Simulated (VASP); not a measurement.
An input for Quantum ESPRESSO's pw.x (written as the equivalent of a VASP run, and not itself run):

```
&CONTROL
  calculation = 'scf'
  pseudo_dir = './pseudo'
  outdir = './out'
  tprnfor = .true.
  tstress = .true.
/
&SYSTEM
  ibrav = 0
  nat = 1
  ntyp = 1
  ecutwfc = 72
  occupations = 'smearing'
  smearing = 'methfessel-paxton'
  degauss = 0.00735
  input_dft = 'pbe'
/
&ELECTRONS
  conv_thr = 7.3e-08
  electron_maxstep = 100
/
ATOMIC_SPECIES
  Re 186.207 Re.upf
CELL_PARAMETERS angstrom
    -1.5432870    1.5432870    1.5432870
     1.5432870   -1.5432870    1.5432870
     1.5432870    1.5432870   -1.5432870
ATOMIC_POSITIONS crystal
  Re   0.0000000  0.0000000  0.0000000
K_POINTS automatic
  12 12 12 0 0 0
```

Task: Translate this input to VASP (INCAR, KPOINTS, POSCAR, choice of POTCAR).

Result: Several could match; the one computed here: 
INCAR:
```
SYSTEM  =  Re
PREC  =  Accurate; ENCUT  =  400; LREAL  =  F
LASPH  =  T
EDIFF  =  1E-6; NELM  =  100; ALGO  =  Normal
LMAXMIX  =  6
ISMEAR  =  1; SIGMA  =  0.1
GGA  =  PE
ISIF  =  2
LWAVE  =  F; LCHARG  =  F
```

### KPOINTS
```
K-points
0
G
 12 12 12
0 0 0
```

File POSCAR:
```
Re
3.0865740
 -0.5000000000   0.5000000000   0.5000000000
  0.5000000000  -0.5000000000   0.5000000000
  0.5000000000   0.5000000000  -0.5000000000
Re
1
Cartesian
  0.0000000000   0.0000000000   0.0000000000
```

POTCAR, in this order: Re (PBE.64 set). Program: vasp_std.

What does not carry over: the potentials are each code's own (VASP's PAW set, PseudoDojo norm-conserving files in pw.x), so ENCUT and ecutwfc are chosen apart and not converted; conv_thr bounds pw.x's estimated SCF error, while EDIFF bounds the energy change between steps.

The structure was generated: Re was put into the bcc type (Im-3m), which need not be its known phase. The cell was not relaxed at this level.
